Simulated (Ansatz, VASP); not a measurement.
# Cross-check of MgO between VASP and Ansatz

Wanted: the spread between two codes on one cell, functional and k mesh. The cell is taken from a series of VASP runs on this material, whose earlier steps may have relaxed, scaled or displaced it; both programs get it as it stands. Valence electrons are named where the data sets of a main pair hold unlike numbers.

Calculated with Ansatz 0.2.0; plane waves, with VASP 6.6.1 beside it; relaxation of cell and atoms at PBEsol and zone-centre phonons at PBEsol.

**1. The starting structure**

It takes space group Fm-3m (No. 225, cubic). Conventional cell: a = 4.209 Å, b = 4.209 Å, c = 4.209 Å, α = 90.00°, β = 90.00°, γ = 90.00°. Nearest to Mg lie 6 O at 2.10 Å. O has 6 Mg at 2.10 Å nearest. Farther neighbours and most contacts between anions are not listed.

**2. Ansatz: relaxation of cell and atoms, PBEsol**

Ansatz runs on its default PAW (the set named soft_2) files.

The relaxed volume is the usual yardstick between codes: in a stiff, nearly cubic crystal its relative difference is about their pressure difference at one cell divided by the bulk modulus.

input.yaml

```yaml
crystal:
  lattice:
    - [0.0, 2.1043476464, 2.1043476464]
    - [2.1043476464, 0.0, 2.1043476464]
    - [2.1043476464, 2.1043476464, 0.0]
  atoms:
    - { symbol: Mg, position: [0.0, 0.0, 0.0] }
    - { symbol: O, position: [0.5, 0.5, 0.5] }
hamiltonian:
  xc: pbesol
  pseudopotentials: { kind: paw }
kpoints:
  mp_grid: { grid: [8, 8, 8] }
scf:
  occupations: { method: gaussian, width: 0.03 }
relax:
  f_tol: 0.01
  max_steps: 60
  cell: { stress_tol: 0.05 }
output:
  forces: true
  stress: true
```

On the command line:

```sh
> ansatz run input.yaml --threads 4 --pin off --max-ram 9216MiB --backend cpu --events-out ev --progress --plain --runs-dir out
```

Numbers of over 12 decimals in the logs are rounded to 6 here.

What it wrote:

```text
Engine: ansatz 0.2.0, aarch64-unknown-linux-gnu
Pseudopotentials: kind: paw
Pseudopotential: Mg, paw, valence charge 10, recommended cutoff 420 eV (normal), Mg.paw.azcp
Pseudopotential: O, paw, valence charge 6, recommended cutoff 420 eV (normal), O.paw.azcp
Functional definition: PBEsol
  exchange = pbesol_x
  correlation = pbesol_c
Crystal: 2 atoms, lattice volume = 18.637 Å³
Basis set: ecut = 420 eV, 339 PW (Γ), exchange–correlation on 40×40×40 points (8 copies of the dense FFT grid, shifted against one another)
Bands: 12, of which v1, the nominal top of the filled ones, is band 8 counted from 1 (7 counted from 0)
Symmetry: 48 space group operations
Space group: Fm-3m (ITA 225), of the structure as read, at distance tolerance 2.7e-5 Å
k-points: 29 of 512
Non-local potential: Mg, projectors of the file, l = 0: 3, l = 1: 2, l = 2: 1
Non-local potential: O, projectors of the file, l = 0: 2, l = 1: 2, l = 2: 1
PAW form: soft (Blöchl's): semilocal exchange-correlation on the pseudo side does not see the compensation charge
PAW frozen core: Mg, regenerated for the run's functional, and the local potential with it (the file was generated under x = pbe(κ = 0.804, μ = 0.219515), c = pbe(β = 0.066725))
PAW frozen core: O, regenerated for the run's functional, and the local potential with it (the file was generated under x = pbe(κ = 0.804, μ = 0.219515), c = pbe(β = 0.066725))
PAW one-centre angular grid: Mg, 110 points (default); XC on 64 Gauss nodes
PAW one-centre angular grid: O, 110 points (default); XC on 64 Gauss nodes
Initial density: superposition of atomic densities (neutral atoms: chi_scale 0, normalization atom), corrected by the library's trained network
Initial wavefunctions: pseudopotential atomic-orbital guess
Functional: x = pbesol(κ = 0.804, μ = 0.123457), c = pbesol(β = 0.046)
SCF iter   1: F=—  HF=-2475.880393 eV  |F-HF|=—  |Δ(HF+E_count)|=         —  Δρ=1.46e-2  dr2=3.13e-2  ethr=1.77e-3  ⟨swp⟩=5.8  Hψ=1994  notcnv=0
preconditioner: auto → none  [insulator: Δε(μ)=4.532 eV  Ē_g=18.320 eV  σ=0.030 eV  W_gap=1.00  n_scr=8 (ndim 8)  ℏωp=24.3 eV  f_vac=0.000  D(μ)=0.00/eV (n_scr^D=0)  ε∞_Penn≈2.8]
SCF iter   2: F=—  HF=-2475.872001 eV  |F-HF|=—  |Δ(HF+E_count)|=   8.39e-3  Δρ=4.12e-3  dr2=3.09e-3  ethr=1.96e-4  ⟨swp⟩=2.1  Hψ=689  notcnv=0
SCF iter   3: F=—  HF=-2475.871226 eV  |F-HF|=—  |Δ(HF+E_count)|=   7.74e-4  Δρ=6.63e-4  dr2=4.38e-5  ethr=1.93e-5  ⟨swp⟩=2.0  Hψ=521  notcnv=0
SCF iter   4: F=—  HF=-2475.871204 eV  |F-HF|=—  |Δ(HF+E_count)|=   2.21e-5  Δρ=1.19e-4  dr2=1.02e-6  ethr=2.74e-7  ⟨swp⟩=2.6  Hψ=550  notcnv=0
SCF iter   5: F=—  HF=-2475.871203 eV  |F-HF|=—  |Δ(HF+E_count)|=   9.18e-7  Δρ=3.80e-5  dr2=1.08e-7  ethr=6.39e-9  ⟨swp⟩=2.1  Hψ=494  notcnv=0
SCF iter   6: F=-2475.871203 eV  HF=-2475.871203 eV  |F-HF|=2.07e-10  |Δ(HF+E_count)|=   5.78e-8  Δρ=3.64e-6  dr2=1.22e-9  ethr=6.25e-10  ⟨swp⟩=4.0  Hψ=1099  notcnv=0
SCF 1 converged in 6 iterations: F = -2475.871203 eV  dr2 = 1.22e-9
  greatest PAW one-centre occupation: 1.000 electrons in one spin orbital (limit 2), on the Mg atom at site 0 (counted from 0), in its partial waves of l = 0
relax step   1: F+E_penalty+E_count = -2475.87120337 eV  Δ(F+E_penalty+E_count) = +0.000e0 eV  max|allowed force component| = 1.463e-30 eV/Å  Δτ_max = 0.0000 Å  P = +0.608 GPa  Ω = 18.637 Å³  (6 SCF iters, dr2 threshold 1.00e-7 eV, accepted)
[...]
relax step   2: F+E_penalty+E_count = -2475.87116942 eV  Δ(F+E_penalty+E_count) = +3.395e-5 eV  max|allowed force component| = 4.158e-30 eV/Å  Δτ_max = 0.0000 Å  P = +0.342 GPa  Ω = 18.667 Å³  energy of the carried Pulay correction = -1.218e-4 eV  (6 SCF iters, dr2 threshold 2.00e-7 eV, accepted)
[...]
relax step   3: F+E_penalty+E_count = -2475.87105334 eV  Δ(F+E_penalty+E_count) = +1.161e-4 eV  max|allowed force component| = 6.689e-30 eV/Å  Δτ_max = 0.0000 Å  P = +0.001 GPa  Ω = 18.705 Å³  energy of the carried Pulay correction = -2.788e-4 eV  (6 SCF iters, dr2 threshold 2.00e-7 eV, accepted)
[...]
relax step   4: F+E_penalty+E_count = -2475.87130050 eV  Δ(F+E_penalty+E_count) = -2.472e-4 eV  max|allowed force component| = 5.358e-30 eV/Å  Δτ_max = 0.0000 Å  P = +0.031 GPa  Ω = 18.705 Å³  stress off target by 3.10e-2 GPa  SCF on the basis re-selected at this cell (its energy is not comparable with the rows above)  (8 SCF iters)
basis re-selected at this cell: Δ(F+E_penalty+E_count) = -2.472e-4 eV, ΔP = +0.030 GPa vs the last step (what re-selecting the basis moved, of the pressure what is left beyond the Pulay correction that the steps carried, after the strain that the cell walked since its last selection, with what the two solves' SCF thresholds leave and, on support functions, any second-order correction that the steps lacked; it is no m [...]
SCF converged after 8 iterations
Free energy (F): -2475.871300 eV
Harris-Foulkes:  -2475.871300 eV  (|F-HF|=4.55e-13)
Internal energy: -2475.871300 eV  (E = F + TS)
E sigma→0 (E₀):  -2475.871300 eV
Fermi energy:    10.309356 eV
--- Per-component energies (eV) ---
  E_band       = -292.372060
  E_kinetic    = 254.950368
  E_local      = -1601.756085  (includes V_loc(G=0)·N_el)
  E_nonlocal   = 143.744491
  E_hartree    = 552.919660
  E_xc         = -103.902830
  E_vxc        = -133.880226  (∫ρ·V_xc dr)
  E_paw        = -433.088951  (= ΣΔE_a)
  E_vpaw       = -61.272443  (= ΣTr[D̂ρ^β])
  E_aug_tail   = 0.002515  (compensation charges beyond the density's cutoff)
  E_ewald      = -1288.834619
  E_core_change = 0.094150  (= ΣΔE_core)
  E_smearing   = -0.000000  (= −TS)
  E_closure    = 0.000000  (closes the sum)
  Σ components = -2475.871300   (vs F -2475.871300, Δ=0.00e0)
--- Forces (eV/Å), atoms counted from 1 ---
  atom   1  Mg    -0.00000000     0.00000000    -0.00000000
  atom   2  O      0.00000000    -0.00000000     0.00000000
  max |Σ_I F_I| component: 1.03e-29 eV/Å
--- Stress (GPa, compression-positive) ---
        0.030988      -0.000000      -0.000000
       -0.000000       0.030988      -0.000000
       -0.000000      -0.000000       0.030988
  P = ⅓ Tr σ = 0.0310 GPa (0.310 kbar)
--- Relaxed structure (3 steps of the walk, 3 accepted, 1 SCFs on fresh bases) ---
  F+E_penalty+E_count = -2475.87130050 eV   max|allowed force component| = 5.358e-30 eV/Å   (the final SCF, on the basis selected at the relaxed cell)
  cell:  # Å, volume = 18.7052 Å³
    - [0, 2.106900, 2.106900]
    - [2.106900, 0, 2.106900]
    - [2.106900, 2.106900, 0]
  atoms:
    - { symbol: Mg, position: [0, 0, 0] }
    - { symbol: O, position: [0.5, 0.5, 0.5] }
```

Elapsed: 1.1 s, on 4 threads of Arm Neoverse V2, shared host; peak memory 0.26 GiB.

**3. VASP: relaxation of cell and atoms, PBEsol**

The same cell, functional, mesh and smearing now go to VASP, with its own data sets.

Lines of VASP's logs that name or quote its potential files are left out, and so is its time.

INCAR

```
SYSTEM = MgO
PREC = Accurate
ENCUT = 560
EDIFF = 1E-07
NELM = 100
ISMEAR = 0
SIGMA = 0.03
LREAL = .FALSE.
ALGO = Normal
GGA = PS
NBANDS = 10
LORBIT = 11
LWAVE = .FALSE.
LCHARG = .FALSE.
KPAR = 4
IBRION = 2
NSW = 50
ISIF = 3
EDIFFG = -0.002
```

POSCAR

```
MgO
1.0
    0.0000000000      2.1043476464      2.1043476464
    2.1043476464      0.0000000000      2.1043476464
    2.1043476464      2.1043476464      0.0000000000
Mg O
1 1
Direct
    0.0000000000      0.0000000000      0.0000000000
    0.5000000000      0.5000000000      0.5000000000
```

KPOINTS

```
Automatic mesh
0
Gamma
8 8 8
0 0 0
```

PAW data sets: Mg and O (PBE family, release 64).

On the command line:

```sh
> mpirun -np 4 vasp_std
```

What it wrote:

```text
[banner, memory and clock lines left out]
running    4 mpi-ranks, on    1 nodes
 distrk:  each k-point on    1 cores,    4 groups
 distr:  one band on    1 cores,    1 groups

 POSCAR found type information on POSCAR MgO
 POSCAR found :  2 types and       2 ions
|                                                                             |
|               ----> ADVICE to this user running VASP <----                  |
|                                                                             |
|     You enforced a specific xc type in the INCAR file but a different       |
|     [... a line on the potential file left out ...]
|     I HOPE YOU KNOW WHAT YOU ARE DOING!                                     |
|                                                                             |

 LDA part: xc-table for (Slater+PW92), standard interpolation
 POSCAR, INCAR and KPOINTS ok, starting setup
 FFT: planning ... GRIDC
 FFT: planning ... GRID_SOFT
 FFT: planning ... GRID
 WAVECAR not read
 entering main loop
       N       E                     dE             d eps       ncg     rms          rms(c)
DAV:   1     0.125033951370E+02    0.12503E+02   -0.49193E+03   660   0.754E+02
DAV:   2    -0.133492399726E+02   -0.25853E+02   -0.25411E+02   674   0.142E+02
DAV:   3    -0.138978294342E+02   -0.54859E+00   -0.54771E+00   676   0.178E+01
DAV:   4    -0.138992116707E+02   -0.13822E-02   -0.13822E-02   636   0.101E+00
DAV:   5    -0.138992158848E+02   -0.42141E-05   -0.42141E-05   658   0.567E-02    0.667E+00
DAV:   6    -0.125510387828E+02    0.13482E+01   -0.78648E+00   586   0.166E+01    0.220E+00
DAV:   7    -0.125273028906E+02    0.23736E-01   -0.44503E-02   620   0.215E+00    0.129E+00
DAV:   8    -0.125139221116E+02    0.13381E-01   -0.22391E-02   584   0.187E+00    0.194E-01
DAV:   9    -0.125137409576E+02    0.18115E-03   -0.20654E-04   656   0.113E-01    0.132E-01
DAV:  10    -0.125136819224E+02    0.59035E-04   -0.35181E-04   626   0.156E-01    0.605E-03
DAV:  11    -0.125136828206E+02   -0.89816E-06   -0.40935E-06   622   0.155E-02    0.324E-03
DAV:  12    -0.125136833331E+02   -0.51259E-06   -0.96313E-08   468   0.376E-03    0.411E-04
DAV:  13    -0.125136833960E+02   -0.62890E-07   -0.12250E-08   332   0.926E-04
   1 F= -.12513683E+02 E0= -.12513683E+02  d E =-.125137E+02
 curvature:   0.00 expect dE= 0.000E+00 dE for cont linesearch  0.000E+00
 trial: gam= 0.00000 g(F)=  0.458E-65 g(S)=  0.114E-05 ort = 0.000E+00 (trialstep = 0.100E+01)
 search vector abs. value=  0.114E-05
 reached required accuracy - stopping structural energy minimisation
```

OUTCAR, selected parts (step 3):

```text
ion  position               nearest neighbor table
   1  0.000  0.000  0.000-   2 2.10   2 2.10   2 2.10   2 2.10   2 2.10   2 2.10
   2  0.500  0.500  0.500-   1 2.10   1 2.10   1 2.10   1 2.10   1 2.10   1 2.10

  LATTYP: Found a face centered cubic cell.
 ALAT       =     4.2086952928

 Subroutine GETGRP returns: Found 48 space group operations
 (whereof 48 operations were pure point group operations)

The static configuration has the point symmetry O_h .

 Found     29 irreducible k-points:

   k-points           NKPTS =     29   k-points in BZ     NKDIM =     29   number of bands    NBANDS=     10

   dimension x,y,z NGX =    24 NGY =   24 NGZ =   24
   dimension x,y,z NGXF=    48 NGYF=   48 NGZF=   48

   ENCUT  =  560.0 eV  41.16 Ry    6.42 a.u.   5.74  5.74  5.74*2*pi/ulx,y,z

   NELECT =       8.0000    total number of electrons

 k-points in reciprocal lattice and weights: Automatic mesh
   0.00000000  0.00000000  0.00000000       0.002
   0.12500000  0.00000000  0.00000000       0.016
   0.25000000  0.00000000  0.00000000       0.016
   0.37500000  0.00000000  0.00000000       0.016
   0.50000000  0.00000000  0.00000000       0.008
   0.12500000  0.12500000  0.00000000       0.012
   0.25000000  0.12500000  0.00000000       0.047
   0.37500000  0.12500000  0.00000000       0.047
   0.50000000  0.12500000  0.00000000       0.047
[...]
-0.37500000  0.50000000  0.12500000       0.023
  -0.25000000  0.50000000  0.25000000       0.012

 average (electrostatic) potential at core
       1 -34.6442       2 -69.5475

 E-fermi :   3.2683

 k-point     1 :       0.0000    0.0000    0.0000
  band No.  band energies     occupation
      1     -14.1334      2.00000
      2       3.0846      2.00000
      3       3.0846      2.00000
      4       3.0846      2.00000
      5       7.7426      0.00000
      6      18.7310      0.00000
      7      18.7310      0.00000
      8      18.7310      0.00000
      9      22.5796      0.00000
    ...

 k-point     2 :       0.1250    0.0000    0.0000
  band No.  band energies     occupation
      1     -13.9666      2.00000
      2       2.1133      2.00000
      3       2.9793      2.00000
      4       2.9793      2.00000
      5       8.6629      0.00000
      6      17.0383      0.00000
      7      19.0938      0.00000
      8      19.0938      0.00000
      9      23.5056      0.00000
    ...

 k-point     3 :       0.2500    0.0000    0.0000
  band No.  band energies     occupation
      1     -13.5317      2.00000
      2       0.3838      2.00000
      3       2.7369      2.00000
      4       2.7369      2.00000
      5      10.0950      0.00000
      6      15.5129      0.00000
      7      19.6060      0.00000
      8      19.6060      0.00000
      9      23.1057      0.00000
    ...

  Total        0.0039750      0.0039750      0.0039750      0.0000000      0.0000000      0.0000000
  in kB        0.3417131      0.3417131      0.3417131      0.0000000      0.0000000      0.0000000
  external PRESSURE =       0.3417131 kB  Pullay stress =       0.0000000 kB

  energy-cutoff  :      560.00
  volume of cell :       18.64
      direct lattice vectors                 reciprocal lattice vectors
     0.000000000  2.104347646  2.104347646    -0.237603326  0.237603326  0.237603326
     2.104347646  0.000000000  2.104347646     0.237603326 -0.237603326  0.237603326
     2.104347646  2.104347646  0.000000000     0.237603326  0.237603326 -0.237603326

 POSITION                                       TOTAL-FORCE (eV/Angst)
 -----------------------------------------------------------------------------------
      0.00000      0.00000      0.00000        -0.000000     -0.000000      0.000000
      2.10435      2.10435      2.10435         0.000000      0.000000      0.000000
 -----------------------------------------------------------------------------------
    total drift:                               -0.000000     -0.000000      0.000000

  FREE ENERGIE OF THE ION-ELECTRON SYSTEM (eV)
  ---------------------------------------------------
  free  energy   TOTEN  =       -12.5136833960 eV

  energy  without entropy=      -12.5136833960  energy(sigma->0) =      -12.51368340

 reached required accuracy - stopping structural energy minimisation

 total charge
# of ion       s       p       d       tot
------------------------------------------
    1        0.150   0.182   0.080   0.413
    2        1.535   3.543   0.000   5.078
--------------------------------------------------
tot          1.685   3.725   0.080   5.491

[... 3 further parts left out ...]
```

The gap is read on the k-mesh alone, so it is an upper bound where the band edges lie off the mesh. The PAW data sets were made with PBE, which is usual practice but a small mismatch for other functionals. The run keeps the 48 symmetry operations of its start, so it cannot find a distortion of lower symmetry.

**4. Side by side**

Known differences besides the potentials themselves: both relaxations stop at a tolerance, which leaves soft axes loose, and VASP keeps its plane-wave basis; the data sets hold 16 valence electrons in Ansatz (on its default PAW (the set named soft_2) files) and 8 in VASP; the cutoff is 420 eV in Ansatz and 560 eV in VASP; Ansatz makes its cores anew for this functional, VASP keeps those of its PBE data sets; VASP leaves aspherical gradient terms in its spheres out (LASPH is not set), Ansatz keeps them; Ansatz adds a Pulay correction to the stress that steers its cell, VASP none. Total energies have different zeros and are not compared.

Compared:

| quantity | Ansatz | VASP | difference |
| --- | --- | --- | --- |
| volume (Å³) | 18.71 | 18.64 | +0.36 % |
| edge a after relaxation, in the typed setting (Å) | 2.980 | 2.976 | +0.12 % |

The walks stopped with 0.03 GPa left in Ansatz and 0.03 GPa in VASP; each walk ends within a tolerance, so the volume difference is uncertain by about these residues over the bulk modulus, most in soft cells.

(Part 1 of 2 ends here.)

[Lines on the potential files, build, host, timing and source positions are cut from VASP's logs without a mark.]

[Logs are printed without paths, hosts, clocks, repeated set-up lines and the standing remarks that a program may print on its own settings, such as how far it seeks lower states.]

[Hosts, paths, dates, database ids (printed as entryN), source tags and the programs' standing remarks are cut or masked in the printed files.]
